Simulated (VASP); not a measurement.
Calculation: revTPSS meta-GGA, VASP's PBE PAW potentials (set 64) (plane waves; VASP).

VASP ran on this input.

### INCAR
```
ALGO = Normal
EDIFF = 1E-7
ENCUT = 520
ISIF = 2
ISMEAR = 0
LASPH = .TRUE.
LCHARG = .FALSE.
LMIXTAU = .TRUE.
LREAL = .FALSE.
LWAVE = .FALSE.
METAGGA = RTPSS
NELM = 100
PREC = Accurate
SIGMA = 0.05
SYSTEM = CaO
```

POSCAR:
```
CaO
3.3784320
  0.0000000000   0.7071068112   0.7071068112
  0.7071068112   0.0000000000   0.7071068112
  0.7071068112   0.7071068112   0.0000000000
Ca O
1 1
Cart
  0.0000000000   0.0000000000   0.0000000000
  0.7071068112   0.7071068112   0.7071068112
```

File KPOINTS:
```
Regular mesh
0
gamma
9 9 9
0 0 0
```

POTCAR, in this order: Ca_sv O (PBE.64 set). Program: vasp_std.

Output

OSZICAR:
```
       N       E                     dE             d eps       ncg     rms          rms(c)
DAV:   1     0.312788418755E+03    0.31279E+03   -0.17196E+06   840   0.345E+06
DAV:   2     0.133891860771E+01   -0.31145E+03   -0.29487E+03  1432   0.920E+02
DAV:   3    -0.957214879701E+02   -0.97060E+02   -0.12962E+03  1508   0.251E+02
DAV:   4    -0.137238740880E+03   -0.41517E+02   -0.14265E+03  1612   0.111E+02
DAV:   5    -0.230522164199E+02    0.11419E+03   -0.14267E+02  1396   0.838E+01    0.888E+00
DAV:   6    -0.170859193690E+02    0.59663E+01   -0.12766E+02  1056   0.107E+02    0.137E+01
DAV:   7    -0.160188529503E+02    0.10671E+01   -0.67858E+00  1012   0.258E+01    0.988E+00
DAV:   8    -0.145877562769E+02    0.14311E+01   -0.61124E+00  1004   0.266E+01    0.202E+00
DAV:   9    -0.146183989798E+02   -0.30643E-01   -0.19883E+00  1056   0.124E+01    0.152E+00
DAV:  10    -0.145343063478E+02    0.84093E-01   -0.28689E-01   868   0.613E+00    0.297E-01
DAV:  11    -0.147183474650E+02   -0.18404E+00   -0.21252E-01  1240   0.506E+00    0.404E-01
DAV:  12    -0.147559564855E+02   -0.37609E-01   -0.13137E-02   988   0.139E+00    0.590E-01
DAV:  13    -0.147680100135E+02   -0.12054E-01   -0.10590E-02  1052   0.840E-01    0.449E-01
DAV:  14    -0.147699491615E+02   -0.19391E-02   -0.22579E-02   996   0.136E+00    0.513E-02
DAV:  15    -0.147701472643E+02   -0.19810E-03   -0.68744E-04  1036   0.345E-01    0.319E-02
DAV:  16    -0.147701271979E+02    0.20066E-04   -0.47615E-05  1080   0.888E-02    0.346E-02
DAV:  17    -0.147701689872E+02   -0.41789E-04   -0.60157E-05  1060   0.886E-02    0.128E-02
DAV:  18    -0.147701512503E+02    0.17737E-04   -0.25993E-05  1032   0.496E-02    0.375E-03
DAV:  19    -0.147701544731E+02   -0.32227E-05   -0.38064E-06   916   0.217E-02    0.303E-03
DAV:  20    -0.147701523139E+02    0.21592E-05   -0.10274E-06  1080   0.114E-02    0.624E-04
DAV:  21    -0.147701529161E+02   -0.60220E-06   -0.10077E-07   616   0.448E-03    0.477E-04
DAV:  22    -0.147701527337E+02    0.18242E-06   -0.10921E-08   440   0.132E-03    0.246E-04
DAV:  23    -0.147701524891E+02    0.24458E-06   -0.33223E-09   436   0.737E-04    0.846E-05
DAV:  24    -0.147701525301E+02   -0.41025E-07   -0.12787E-09   428   0.285E-04
   1 F= -.14770153E+02 E0= -.14770153E+02  d E =-.207129E-15
```

OUTCAR:
```
------------------------ aborting loop because EDIFF is reached ----------------------------------------
  FORCE on cell =-STRESS in cart. coord.  units (eV):
  Direction    XX          YY          ZZ          XY          YZ          ZX
  --------------------------------------------------------------------------------------
  Total        0.6200798      0.6200798      0.6200798     -0.0000000     -0.0000000     -0.0000000
  in kB       36.4357383     36.4357383     36.4357383     -0.0000000     -0.0000000     -0.0000000
  external PRESSURE =      36.4357383 kB  Pullay stress =       0.0000000 kB
  volume of cell :       27.27
      direct lattice vectors                 reciprocal lattice vectors
     0.000000000  2.388912278  2.388912278    -0.209300276  0.209300276  0.209300276
     2.388912278  0.000000000  2.388912278     0.209300276 -0.209300276  0.209300276
     2.388912278  2.388912278  0.000000000     0.209300276  0.209300276 -0.209300276
  FREE ENERGIE OF THE ION-ELECTRON SYSTEM (eV)
  ---------------------------------------------------
  free  energy   TOTEN  =       -14.7701525301 eV

  energy  without entropy=      -14.7701525301  energy(sigma->0) =      -14.77015253
```
(Selected blocks of OUTCAR.)

The compound is CaO in the rock salt structure. This cell is one point of a volume scan, at 0.97 of the reference volume.
